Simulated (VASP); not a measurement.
Given:

```
O2Si
1.0
    4.28332     0.00000     0.00000
    0.00000     4.28332     0.00000
    0.00000     0.00000     2.73943
Si O
2 4
Direct
  0.00000   0.00000   0.00000
  0.50000   0.50000   0.50000
  0.30606   0.30606   0.00000
  0.80606   0.19394   0.50000
  0.19394   0.80606   0.50000
  0.69394   0.69394   0.00000
```

Level of theory: PBE GGA with D4 dispersion, VASP's PBE PAW potentials (set 64) (plane waves; VASP 6.6.1). Settings: 520 eV cut-off, 5×5×8 Γ-centred mesh, Gaussian smearing of 0.050 eV, potentials Si O.

Q: The ions and cell shape at fixed volume are relaxed. Give the cell that the relaxation ends in.

A: 
```
O2Si
1.0
    4.30784     0.00000     0.00000
    0.00000     4.30784     0.00000
    0.00000     0.00000     2.70833
Si O
2 4
Direct
  0.00000   0.00000   0.00000
  0.50000   0.50000   0.50000
  0.30902   0.30902   0.00000
  0.80902   0.19098   0.50000
  0.19098   0.80902   0.50000
  0.69098   0.69098   0.00000
```
Space group P4_2/mnm (136), at a tolerance of 0.03 Å.

Q: How much energy does the relaxation gain?

A: The energy (σ→0) changes by -3.2 meV/atom, in 5 ionic steps.

| step | E(σ→0) (eV) | max force (eV/Å) | pressure (GPa) | volume (Å³) |
|---|---|---|---|---|
| 1 | -47.7586 | 0.342 | -16.14 | 50.26 |
| 2 | -47.7762 | 0.021 | -14.32 | 50.26 |
| 3 | -47.7765 | 0.079 | -14.01 | 50.26 |
| 4 | -47.7778 | 0.030 | -13.74 | 50.26 |
| 5 | -47.7781 | 0.001 | -13.81 | 50.26 |

The compound is SiO2 in the rutile structure, stishovite, a high-pressure form. This cell is one point of a volume scan, at 1.06 of the reference volume. Symmetry was kept, so distortions that lower it aren't found.
